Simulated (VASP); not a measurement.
A run of VASP 6.6.1 is set up as follows.

Contents of INCAR:

```
PREC = Accurate
ENCUT = 520
EDIFF = 1E-7
ISMEAR = 0
SIGMA = 0.02
LREAL = F
LASPH = T
NELM = 60
ALGO = Normal
ISIF = 3
LWAVE = F
LCHARG = F
GGA = PE
IBRION = 2
NSW = 80
EDIFFG = -0.002
KPAR = 4
```

The input KPOINTS:

```
regular mesh
0
Gamma
  12 12 12
```

POSCAR

```
BAs                                     
1.0
   -0.0000000000      2.4082271941      2.4082271941
    2.4082271941     -0.0000000000      2.4082271941
    2.4082271941      2.4082271941      0.0000000000
  B               As            
     1     1
Direct
     0.0000000000000000    0.0000000000000000    0.0000000000000000
     0.2500000000000000    0.2500000000000000    0.2500000000000000
```

Potentials or basis: VASP PAW PBE potentials, release 64 (B, As).

Command:

```console
$ cat potpaw_PBE.64/B/POTCAR potpaw_PBE.64/As/POTCAR > POTCAR
$ mpirun -np 4 vasp_std > vasp.out
```

What does it give for the band gap on the k mesh?

1.21 eV, indirect (least direct gap 3.25 eV).

Final structure:
```xyz
2
Lattice="0.0000 2.4082 2.4082 2.4082 0.0000 2.4082 2.4082 2.4082 0.0000" Properties=species:S:1:pos:R:3 pbc="T T T"
B     0.0000    0.0000    0.0000
As    1.2041    1.2041    1.2041
```

Caveat: the relaxation stopped at its first step, so nothing moved. A k mesh can miss the band edges.
